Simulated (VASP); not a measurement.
B2AsN, 4 atoms in the cell. The structure is tetragonal, space group P-4m2 (No. 115). Conventional cell: a = 2.839 Å, b = 2.839 Å, c = 4.015 Å, α = 90.00°, β = 90.00°, γ = 90.00°. N (site symmetry -4m2) has 4 B at 1.74 Å as nearest neighbours. B (site symmetry 2mm) has 2 N at 1.74 Å and 2 As at 1.74 Å as nearest neighbours. Around As (site symmetry -4m2) lie 4 B at 1.74 Å. The cell was built by a generator and needn't be a form met in nature.

```yaml
Program: VASP 6.6.1
Task: relaxation of cell and atoms
Functional: PBE
Potentials_or_basis: VASP PAW PBE potentials, release 64 (N, B, As)
Cutoff: 600 eV
k_mesh: 8 × 8 × 6
Occupations: fermi-dirac, width 0.02 eV
Spin: no spin polarisation
Dipole_correction: no
Further_INCAR_settings: ALGO = Normal; EDIFF = 1e-06; IBRION = 2; EDIFFG = -0.005; NSW = 80; ISIF = 3
```

Potentials or basis: VASP PAW PBE potentials, release 64 (N, B, As).

Run with:

```bash
$ cat potpaw_PBE.64/N/POTCAR potpaw_PBE.64/B/POTCAR potpaw_PBE.64/As/POTCAR > POTCAR
$ mpirun -np 1 vasp_std > vasp.out
```

Hardware: 1 thread of Intel(R) Xeon(R) Platinum 8259CL CPU @ 2.50GHz (Skylake/Cascade Lake) (shared host).

Question: Estimate the wall time of this run.

Answer: Wall time 2.8 min on 1 thread of Intel(R) Xeon(R) Platinum 8259CL CPU @ 2.50GHz (Skylake/Cascade Lake), with other jobs on the host, peak memory 0.18 GiB. Counts: scf iterations 88, k points 60, ion steps 12.
